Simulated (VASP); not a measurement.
# GaBi (relaxed from the rocksalt structure, space group Fm-3m): computed properties

The numbers are results of LDA (Ceperley-Alder, Perdew-Zunger), VASP's LDA PAW potentials (set 64) (plane waves; VASP), not measurements.

```json
{
 "space_group": "Fm-3m (225)",
 "cell": "a = b = c = 5.827 Å, α = β = γ = 90.00°",
 "volume_per_atom": "24.73 Å^3/atom",
 "band gap (over mesh and band path)": "none (metal, semimetal or under 0.01 eV)",
 "density": "9.36 g/cm³"
}
```

```
BiGa
1.0
    0.00000     2.91335     2.91335
    2.91335     0.00000     2.91335
    2.91335     2.91335     0.00000
Bi Ga
1 1
Direct
  0.00000   0.00000   0.00000
  0.50000   0.50000   0.50000
```

Unless said otherwise, spin-orbit coupling is left out, though it shifts the bands of the heavy elements here.

The structure was generated: GaBi was put into the rocksalt type (Fm-3m), which need not be its known phase. It was relaxed first. Symmetry was kept, so distortions that lower it aren't found.
